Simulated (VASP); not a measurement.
Input:

```xyz
1
Lattice="-1.7614 1.7614 1.7614 1.7614 -1.7614 1.7614 1.7614 1.7614 -1.7614" Properties=species:S:1:pos:R:3 pbc="T T T"
Cd     0.0000     0.0000     0.0000
```

Method: r2SCAN meta-GGA, VASP's PBE PAW potentials (set 64) (plane waves; VASP). Numerical set-up: 400 eV cut-off, 16×16×16 Γ-centred mesh, tetrahedra with Blöchl corrections, potentials Cd.

### Question
Give the energies of bands 6 to 9 at the high-symmetry points, in eV from the Fermi level.

### Answer

```
band      Γ     H      N     P
----  -----  ----  -----  ----
6     -9.22  3.50  -2.40  1.14
7     16.09  3.50  -1.03  2.18
8     16.09  3.50   9.80  2.18
9     16.09  6.17  10.43  2.18
```

It has no gap at this level: it comes out as a metal or semimetal.

The structure was generated: Cd was put into the bcc type (Im-3m), which need not be its known phase. It was relaxed first.
